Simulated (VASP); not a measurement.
```
CELL_PARAMETERS angstrom
      0.00000     2.22490     2.22490
      2.22490     0.00000     2.22490
      2.22490     2.22490     0.00000
ATOMIC_POSITIONS crystal
  Hf 0.00000 0.00000 0.00000
  N  0.50000 0.50000 0.50000
```

Computed with MS2 meta-GGA, VASP's PBE PAW potentials (set 64) (plane waves; VASP). Numerical set-up: 520 eV cut-off, 14×14×14 Γ-centred mesh, first-order Methfessel-Paxton smearing of 0.10 eV, potentials Hf_pv N.

### Question
Give the stress tensor in GPa (positive for a compressed cell).

### Answer

```
9.48  0.00  0.00
0.00  9.48  0.00
0.00  0.00  9.48
```
The pressure is its mean diagonal, 9.48 GPa.

The compound is HfN in the rock salt structure. This cell is one point of a volume scan, at 0.97 of the reference volume. The electron count is odd and the run is not spin-polarised, which forces a metal.
